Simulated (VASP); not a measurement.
VASP ran on this input.

KPOINTS:
```
kpoints
0
Gamma
5 5 7
0 0 0
```

**POSCAR**
```
MnF2
1
    4.5088724788     0.0000000000     0.0000000000
    0.0000000000     4.5088724788     0.0000000000
    0.0000000000     0.0000000000     3.1262839407
Mn F
2 4
Direct
  1.0000000000   0.0000000000   0.0000000000
  0.5000000000   0.5000000000   0.5000000000
  0.3017389277   0.3017389277   1.0000000000
  0.8017389277   0.1982610723   0.5000000000
  0.1982610723   0.8017389277   0.5000000000
  0.6982610723   0.6982610723   0.0000000000
```

**INCAR**
```
SYSTEM=MnF2
PREC=Accurate; ENCUT=620; LREAL=.FALSE.
LASPH=.TRUE.
EDIFF=1E-6; NELM=100; ALGO=Normal
LMAXMIX=4
ISMEAR=0; SIGMA=0.05
MAGMOM=4.4 -4.4 -0.0 2*0.0 -0.0
ISPIN=2
IBRION=2; NSW=40; ISIF=3
EDIFFG=-0.02; PSTRESS=300
LWAVE=.FALSE.; LCHARG=.FALSE.; LORBIT=10
```

POTCAR, in this order: Mn_pv F (LDA.64 set). Program: vasp_std.

Question: Write an equivalent input for Ansatz.

Answer: One equivalent input (not run):
Ansatz 0.2 input:
```yaml
crystal:
  lattice:
    - [4.5088725, 0.0000000, 0.0000000]
    - [0.0000000, 4.5088725, 0.0000000]
    - [0.0000000, 0.0000000, 3.1262839]
  atoms:
    - { symbol: Mn, position: [1.0000000, 0.0000000, 0.0000000], spin: 4.4 }
    - { symbol: Mn, position: [0.5000000, 0.5000000, 0.5000000], spin: -4.4 }
    - { symbol: F, position: [0.3017389, 0.3017389, 1.0000000] }
    - { symbol: F, position: [0.8017389, 0.1982611, 0.5000000] }
    - { symbol: F, position: [0.1982611, 0.8017389, 0.5000000] }
    - { symbol: F, position: [0.6982611, 0.6982611, 0.0000000] }
kpoints:
  mp_grid: { grid: [5, 5, 7] }
hamiltonian:
  xc: lda
  pseudopotentials: { kind: paw }
magnetization: { spin_polarized: true }
scf:
  occupations: { method: gaussian, width: 0.05 }
  max_iter: 100
relax:
  max_steps: 40
  f_tol: 0.02
  cell: { p_target: 30 }
output: { forces: true, stress: true, eigenvalues: true }
```
The two are equivalent in intent, not identical: each code has its own PAW files, so the cut-off isn't converted (ENCUT is set for VASP's; basis.ecutwfc is left out, and Ansatz then takes the one that its files recommend); Ansatz stops its SCF on the density residual and VASP on the energy change (EDIFF); Ansatz's lda is the Perdew-Wang form, while the LDA potentials of VASP carry Perdew-Zunger's.

The compound is MnF2 in the rutile structure. This run relaxes it under an external pressure of 30 GPa. Symmetry was kept, so distortions that lower it aren't found.
